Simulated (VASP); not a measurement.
Output of a VASP run:

**OSZICAR**
```
       N       E                     dE             d eps       ncg     rms          rms(c)
DAV:   1     0.126333921536E+03    0.12633E+03   -0.10169E+04  3414   0.117E+03
DAV:   2    -0.115415153144E+02   -0.13788E+03   -0.13573E+03  3936   0.333E+02
DAV:   3    -0.149182817098E+02   -0.33768E+01   -0.33524E+01  4148   0.532E+01
DAV:   4    -0.149467185786E+02   -0.28437E-01   -0.28506E-01  4002   0.508E+00
DAV:   5    -0.149472733381E+02   -0.55476E-03   -0.55781E-03  4314   0.603E-01    0.219E+01
DAV:   6    -0.145306585707E+02    0.41661E+00   -0.37138E+00  3530   0.199E+01    0.106E+01
DAV:   7    -0.144152759547E+02    0.11538E+00   -0.78396E-01  3508   0.950E+00    0.670E+00
DAV:   8    -0.143871317055E+02    0.28144E-01   -0.11519E-01  3648   0.343E+00    0.101E+00
DAV:   9    -0.143870682976E+02    0.63408E-04   -0.17698E-03  4118   0.358E-01    0.423E-01
DAV:  10    -0.143869160122E+02    0.15229E-03   -0.12238E-03  3750   0.373E-01    0.542E-02
DAV:  11    -0.143868752850E+02    0.40727E-04   -0.41672E-05  4154   0.775E-02    0.175E-02
DAV:  12    -0.143868738929E+02    0.13921E-05   -0.21115E-06  4126   0.140E-02    0.520E-03
DAV:  13    -0.143868762839E+02   -0.23911E-05   -0.13253E-07  2758   0.369E-03    0.289E-03
DAV:  14    -0.143868765392E+02   -0.25528E-06   -0.24375E-08  1902   0.120E-03    0.293E-04
DAV:  15    -0.143868764766E+02    0.62651E-07   -0.26261E-09  1824   0.497E-04
   1 F= -.14386876E+02 E0= -.14386876E+02  d E =0.000000E+00
```

### OUTCAR
```
------------------------ aborting loop because EDIFF is reached ----------------------------------------
  FORCE on cell =-STRESS in cart. coord.  units (eV):
  Direction    XX          YY          ZZ          XY          YZ          ZX
  --------------------------------------------------------------------------------------
  Total       -0.0068349     -0.0068349     -0.0068349     -0.0000000     -0.0000000      0.0000000
  in kB       -0.4284055     -0.4284055     -0.4284055     -0.0000000     -0.0000000      0.0000000
  external PRESSURE =      -0.4284055 kB  Pullay stress =       0.0000000 kB
  volume of cell :       25.56
      direct lattice vectors                 reciprocal lattice vectors
     2.945752431  0.000000000  0.000000000     0.339471841  0.000000000  0.000000000
     0.000000000  2.945752431  0.000000000     0.000000000  0.339471841  0.000000000
     0.000000000  0.000000000  2.945752431     0.000000000  0.000000000  0.339471841
 POSITION                                       TOTAL-FORCE (eV/Angst)
 -----------------------------------------------------------------------------------
      0.00000      0.00000      0.00000         0.000000      0.000000      0.000000
      1.47288      1.47288      1.47288         0.000000      0.000000      0.000000
 -----------------------------------------------------------------------------------
    total drift:                                0.000000      0.000000      0.000000
  FREE ENERGIE OF THE ION-ELECTRON SYSTEM (eV)
  ---------------------------------------------------
  free  energy   TOTEN  =       -14.3868764766 eV

  energy  without entropy=      -14.3868764766  energy(sigma->0) =      -14.38687648

 total charge

# of ion       s       p       d       tot
------------------------------------------
    1        0.272   6.236   6.104  12.612
    2        1.387   2.170   0.000   3.556
--------------------------------------------------
tot          1.659   8.405   6.104  16.169
```
(Selected blocks of OUTCAR.)

**POSCAR**
```
RuS
1
    2.9457524312    -0.0000000000    -0.0000000000
   -0.0000000000     2.9457524312    -0.0000000000
   -0.0000000000    -0.0000000000     2.9457524312
Ru S
1 1
Direct
  0.0000000000   0.0000000000   0.0000000000
  0.5000000000   0.5000000000   0.5000000000
```

**Question.** Reconstruct the remaining input files.

**Answer.** One answer among several that fit: the input of the run itself, PBEsol GGA, plane waves, VASP's PBE PAW potentials (set 64).

INCAR:
```
SYSTEM = RuS
PREC = Accurate; ENCUT = 400; LREAL = F
LASPH = T
EDIFF = 1E-7; NELM = 100; ALGO = Normal
LMAXMIX = 4
ISMEAR = -5
GGA = PS
ISIF = 2
LWAVE = F; LCHARG = T; LORBIT = 11
NEDOS = 601
```

### KPOINTS
```
Automatic mesh
0
Gamma
14 14 14
0 0 0
```

POTCAR, in this order: Ru_pv S (PBE.64 set). Program: vasp_std.

For a metal the tetrahedron method with Blöchl corrections gives inexact stress and forces.

The structure was generated: RuS was put into the CsCl type type (Pm-3m), which need not be its known phase. It was relaxed first, which changed the volume by -26 %.
